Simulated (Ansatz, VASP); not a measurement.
# Ta (Ta(110)): VASP beside Ansatz, part 2 of 2

Aim: how closely do two programs agree when they are given the same cell, functional and k mesh? The cell is taken from a series of runs on this material, whose earlier steps may have relaxed, scaled, displaced or heated it; both programs get it as it stands.

VASP 6.6.1 and Ansatz 0.2.0.

So far: Starting point; VASP: single point, PBEsol; Ansatz: single point, PBEsol; Comparison.

## Step 5: VASP: single point, RPBE

Level of this step: RPBE; plane waves and PAW (Ta_pv) (VASP).

A single point gives forces, pressure and levels at one fixed geometry, so differences don't come from the geometry; what else differs is listed under the comparison.

File INCAR:

```
SYSTEM = Ta
PREC = Accurate
ENCUT = 400
EDIFF = 1E-06
NELM = 120
ISMEAR = -1
SIGMA = 0.1
LREAL = .FALSE.
ALGO = Normal
GGA = RP
NBANDS = 47
LASPH = .TRUE.
LORBIT = 11
LWAVE = .FALSE.
LCHARG = .FALSE.
ISIF = 2
LDIPOL = .TRUE.
IDIPOL = 3
DIPOL = 0.5 0.5 0.5
LVHAR = .TRUE.
GGA_COMPAT = .FALSE.
NELMDL = -8
KPAR = 2
```

File POSCAR:

```
Ta
1.0
    2.3405234457     -1.6550000000      0.0000000000
    2.3405234457      1.6550000000      0.0000000000
    0.0000000000      0.0000000000     32.0431406744
Ta
7
Direct
    0.0000000000      0.0000000000      0.2808713444
    0.5000000000      0.5000000000      0.3539142296
    0.0000000000      0.0000000000      0.4269571148
    0.5000000000      0.5000000000      0.5000000000
    0.0000000000      0.0000000000      0.5730428852
    0.5000000000      0.5000000000      0.6460857704
    0.0000000000      0.0000000000      0.7191286556
```

File KPOINTS:

```
Automatic mesh
0
Gamma
15 15 1
0 0 0
```

PAW data sets: Ta_pv (PBE family, release 64).

On the command line:

```console
$ mpirun -np 2 vasp_std
```

Numbers of over 12 decimals in the logs are rounded to 6 here.

The log of the run:

```text
[banner, memory and clock lines left out]
running    2 mpi-ranks, on    1 nodes
[...]
[... a notice as in an earlier step ...]

 LDA part: xc-table for (Slater+PW92), standard interpolation
 POSCAR, INCAR and KPOINTS ok, starting setup
[...]
entering main loop
       N       E                     dE             d eps       ncg     rms          rms(c)
DAV:   1     0.619513806703E+03    0.61951E+03   -0.39759E+04  7584   0.125E+03
DAV:   2    -0.541863658029E+02   -0.67370E+03   -0.65875E+03  6935   0.385E+02
DAV:   3    -0.818269925224E+02   -0.27641E+02   -0.26157E+02  7921   0.677E+01
DAV:   4    -0.829167684518E+02   -0.10898E+01   -0.10661E+01  8168   0.119E+01
[...]
DAV:  32    -0.771474800620E+02   -0.51792E-05   -0.30047E-07  4301   0.116E-03    0.297E-04
DAV:  33    -0.771474824909E+02   -0.24288E-05   -0.25790E-07  4326   0.691E-04    0.137E-04
DAV:  34    -0.771474828529E+02   -0.36204E-06   -0.24708E-08  4051   0.421E-04
   1 F= -.77147483E+02 E0= -.76990678E+02  d E =-.313610E+00
```

OUTCAR, selected parts (step 5):

```text
  Total       -0.2733192     -0.1742297      0.9875948      0.0000000      0.0000000      0.0000000
  in kB       -1.7640245     -1.1244926      6.3740184      0.0000000      0.0000000      0.0000000
  external PRESSURE =       1.1618337 kB  Pullay stress =       0.0000000 kB

 POSITION                                       TOTAL-FORCE (eV/Angst)
 -----------------------------------------------------------------------------------
      0.00000      0.00000      9.00000         0.000000      0.000000      0.243215
      2.34052      0.00000     11.34052        -0.000000      0.000000     -0.441715
      0.00000      0.00000     13.68105         0.000000      0.000000     -0.075699
      2.34052      0.00000     16.02157         0.000000      0.000000      0.000000
      0.00000      0.00000     18.36209         0.000000      0.000000      0.075699
      2.34052      0.00000     20.70262         0.000000      0.000000      0.441715
      0.00000      0.00000     23.04314        -0.000000      0.000000     -0.243215
 -----------------------------------------------------------------------------------
    total drift:                                0.000000     -0.000000      0.000000

  FREE ENERGIE OF THE ION-ELECTRON SYSTEM (eV)
  ---------------------------------------------------
  free  energy   TOTEN  =       -77.1474828529 eV

  energy  without entropy=      -76.8338728803  energy(sigma->0) =      -76.99067787

[... 2 parts as in an earlier step ...]

[... 1 further part left out ...]
[key lines of the parts left out:]
E-fermi :   0.6947
```

## Step 6: Ansatz: single point, RPBE

The same cell, functional, mesh and smearing now go to Ansatz, which takes its cutoff from its data sets.

The cell is taken from a series of runs on this material, whose earlier steps may have relaxed, scaled, displaced or heated it; both programs get it as it stands.

File input.yaml:

```yaml
crystal:
  lattice:
    - [2.3405234457, -1.655, 0.0]
    - [2.3405234457, 1.655, 0.0]
    - [0.0, 0.0, 32.0431406744]
  atoms:
    - { symbol: Ta, position: [0.0, 0.0, 0.2808713444] }
    - { symbol: Ta, position: [0.5, 0.5, 0.3539142296] }
    - { symbol: Ta, position: [0.0, 0.0, 0.4269571148] }
    - { symbol: Ta, position: [0.5, 0.5, 0.5] }
    - { symbol: Ta, position: [0.0, 0.0, 0.5730428852] }
    - { symbol: Ta, position: [0.5, 0.5, 0.6460857704] }
    - { symbol: Ta, position: [0.0, 0.0, 0.7191286556] }
kpoints:
  mp_grid: { grid: [15, 15, 1] }
hamiltonian:
  xc: rpbe
scf:
  occupations: { method: fermi_dirac, width: 0.1 }
  convergence: { dr2_threshold: 1.0e-09 }
efield:
  axis: 3
  dipole_correction: true
  ramp_position: 0.97
  ramp_width: 0.06
output:
  write_potential: true
  write_density: true
  volumetric_format: npy
```

On the command line:

```console
$ ansatz run input.yaml --threads 2 --pin off --max-ram 3072MiB --backend cpu --events-out ev --progress --plain --runs-dir out
```

The log of the run:

```text
[...]
Crystal: 7 atoms, lattice volume = 248.242 Å³
Basis set: ecut = 420 eV, 4877 PW (Γ)
Bands: 55, of which v1, the nominal top of the filled ones, is band 46 counted from 1 (45 counted from 0)
Symmetry: 4 space group operations
k-points: 64 of 225
[...]
k-point 0: bands = [... 42 lower, 7.4761, 7.5121, 7.6231, 7.8538, 7.9784, 8.0355, 8.0813, 8.2717, ... 5 higher]
  k-point 1: bands = [... 42 lower, 7.3366, 7.4176, 7.6131, 7.7742, 7.8908, 7.9313, 8.1113, 8.3041, ... 5 higher]
  k-point 2: bands = [... 42 lower, 7.1209, 7.2471, 7.4254, 7.5260, 7.6985, 7.7008, 7.9002, 8.3923, ... 5 higher]
  k-point 63: bands = [... 42 lower, 7.1628, 7.8116, 8.1098, 8.9353, 9.2345, 9.4361, 9.4805, 9.9916, ... 5 higher]
[key lines of the parts left out:]
SCF converged after 9 iterations
Free energy (F): -69611.571504 eV
Fermi energy:    7.378207 eV
Dipole field:    D = -0.000001 V/Å  (p = -0.000001 e·Å, saw-weighted, corrected)
Work function:   Φ+ = 4.6705 eV   Φ− = 4.6705 eV
```

## Step 7: Differences

What differs besides the data sets and the points named for the pairs above, as far as they apply: the data sets hold 91 valence electrons in Ansatz (on its default PAW (the set named soft_2) files) and 77 in VASP. Total energies have different zeros and are not compared.

The two programs side by side:

| quantity | Ansatz | VASP | difference |
| --- | --- | --- | --- |
| work function, lower of the two faces (eV) | 4.67 | 4.67 | 0.00 |
| work function, higher of the two faces (eV) | 4.67 | 4.67 | 0.00 |

With vacuum in the cell, a pressure given here is an average over mostly empty space and none of the material.

## Step 8: VASP: single point, LDA

A single point gives forces, pressure and levels at one fixed geometry, so differences don't come from the geometry; what else differs is listed under the comparison.

INCAR, as its differences from that of step 5:

```diff
@@ -9,3 +9,3 @@
 ALGO = Normal
-GGA = RP
+GGA = PW92
 NBANDS = 47
```

POSCAR is that of step 5.

KPOINTS is that of step 5.

Potentials, in the order of the species: Ta_pv (LDA family, release 64).

On the command line:

```console
$ mpirun -np 2 vasp_std
```

The log of the run:

```text
[banner, memory and clock lines left out]
running    2 mpi-ranks, on    1 nodes
[...]
[... a notice as in an earlier step ...]

 LDA part: xc-table for (Slater(with rela. corr.)+PW92), standard interpolation
 POSCAR, INCAR and KPOINTS ok, starting setup
[...]
entering main loop
       N       E                     dE             d eps       ncg     rms          rms(c)
DAV:   1     0.610826698854E+03    0.61083E+03   -0.39745E+04  7584   0.125E+03
DAV:   2    -0.643915969447E+02   -0.67522E+03   -0.66036E+03  6958   0.384E+02
DAV:   3    -0.919818250284E+02   -0.27590E+02   -0.26106E+02  7953   0.675E+01
DAV:   4    -0.930641411032E+02   -0.10823E+01   -0.10582E+01  8184   0.118E+01
[...]
DAV:  32    -0.869913175170E+02   -0.72232E-05   -0.58604E-07  4389   0.234E-03    0.681E-04
DAV:  33    -0.869913194622E+02   -0.19452E-05   -0.15777E-07  4187   0.125E-03    0.430E-04
DAV:  34    -0.869913200318E+02   -0.56957E-06   -0.38111E-08  4023   0.582E-04
   1 F= -.86991320E+02 E0= -.86834183E+02  d E =-.314274E+00
```

OUTCAR, selected parts (step 8):

```text
  Total      -12.1905512    -11.7617993     -9.1282556      0.0000000      0.0000000      0.0000000
  in kB      -78.6788239    -75.9116235    -58.9145150      0.0000000      0.0000000      0.0000000
  external PRESSURE =     -71.1683208 kB  Pullay stress =       0.0000000 kB

 POSITION                                       TOTAL-FORCE (eV/Angst)
 -----------------------------------------------------------------------------------
      0.00000      0.00000      9.00000         0.000000     -0.000000      0.955529
      2.34052      0.00000     11.34052         0.000000     -0.000000     -0.432318
      0.00000      0.00000     13.68105        -0.000000     -0.000000     -0.066072
      2.34052      0.00000     16.02157         0.000000      0.000000      0.000000
      0.00000      0.00000     18.36209         0.000000     -0.000000      0.066072
      2.34052      0.00000     20.70262        -0.000000     -0.000000      0.432318
      0.00000      0.00000     23.04314        -0.000000     -0.000000     -0.955529
 -----------------------------------------------------------------------------------
    total drift:                                0.000000     -0.000000      0.000000

  FREE ENERGIE OF THE ION-ELECTRON SYSTEM (eV)
  ---------------------------------------------------
  free  energy   TOTEN  =       -86.9913200318 eV

  energy  without entropy=      -86.6770463014  energy(sigma->0) =      -86.83418317

[... 2 parts as in an earlier step ...]

[... 1 further part left out ...]
[key lines of the parts left out:]
E-fermi :   0.4391
```

## Step 9: Ansatz: single point, LDA

The same cell, functional (in two slightly different forms), mesh and smearing now go to Ansatz, which takes its cutoff from its data sets.

The cell is taken from a series of runs on this material, whose earlier steps may have relaxed, scaled, displaced or heated it; both programs get it as it stands.

input.yaml, as its differences from that of step 6:

```diff
@@ -16,3 +16,4 @@
 hamiltonian:
-  xc: rpbe
+  xc: lda
+  pseudopotentials: { kind: nc }
 scf:
```

On the command line:

```console
$ ansatz run input.yaml --threads 2 --pin off --max-ram 3072MiB --backend cpu --events-out ev --progress --plain --runs-dir out
```

The log of the run:

```text
[...]
Crystal: 7 atoms, lattice volume = 248.242 Å³
Basis set: ecut = 789.130201 eV, 12635 PW (Γ)
Bands: 55, of which v1, the nominal top of the filled ones, is band 46 counted from 1 (45 counted from 0)
Symmetry: 4 space group operations
k-points: 64 of 225
[...]
k-point 0: bands = [... 42 lower, 6.9849, 7.0176, 7.0683, 7.3079, 7.4171, 7.4889, 7.6650, 7.7096, ... 5 higher]
  k-point 1: bands = [... 42 lower, 6.8749, 6.8837, 7.0614, 7.2237, 7.3636, 7.4840, 7.5541, 7.7433, ... 5 higher]
  k-point 2: bands = [... 42 lower, 6.5828, 6.7113, 6.8759, 7.0916, 7.1456, 7.1520, 7.4949, 7.8337, ... 5 higher]
  k-point 63: bands = [... 42 lower, 6.6345, 7.3754, 7.5769, 8.3866, 8.7890, 8.9054, 9.0324, 9.4381, ... 5 higher]
[key lines of the parts left out:]
SCF converged after 10 iterations
Free energy (F): -12409.543562 eV
Fermi energy:    6.882694 eV
Dipole field:    D = 0.000000 V/Å  (p = 0.000000 e·Å, saw-weighted, corrected)
Work function:   Φ+ = 5.0111 eV   Φ− = 5.0111 eV
```

## Step 10: Side by side

What differs besides the data sets and the points named for the pairs above, as far as they apply: the data sets hold 91 valence electrons in Ansatz (on norm-conserving files, of PseudoDojo where its log says so) and 77 in VASP; the cutoff is 789.13 eV in Ansatz and 400 eV in VASP; VASP's log shows a relativistic correction to its local exchange, Ansatz's none. Total energies have different zeros and are not compared.

The two programs side by side:

| quantity | Ansatz | VASP | difference |
| --- | --- | --- | --- |
| work function, lower of the two faces (eV) | 5.01 | 5.00 | +0.01 |
| work function, higher of the two faces (eV) | 5.01 | 5.00 | +0.01 |

With vacuum in the cell, a pressure given here is an average over mostly empty space and none of the material.

## Step 11: Outcome

| Quantity | Value |
| --- | --- |
| difference in work function, higher of the two faces (single point, PBEsol) | 0.0013 eV |
| difference in work function, higher of the two faces (single point, RPBE) | 0.0022 eV |
| difference in work function, higher of the two faces (single point, LDA) | 0.0072 eV |

What this shows: The difference in work function, higher of the two faces is 0.0013 eV (single point, PBEsol). The data sets hold unlike numbers of valence electrons (91 in Ansatz and 77 in VASP), so part of the differences comes from the potentials. 1 further run of this series is not shown here. Such differences can come from data sets, numerical settings and the points named under the comparisons, not from the functional's error against experiment.

[Lines on the potential files, build, host, timing and source positions are cut from VASP's logs without a mark.]

[Logs are printed without paths, hosts, clocks, repeated set-up lines and the standing remarks that a program may print on its own settings, such as how far it seeks lower states.]

[Hosts, paths, dates, database ids (printed as entryN), source tags and the programs' standing remarks are cut or masked in the printed files.]
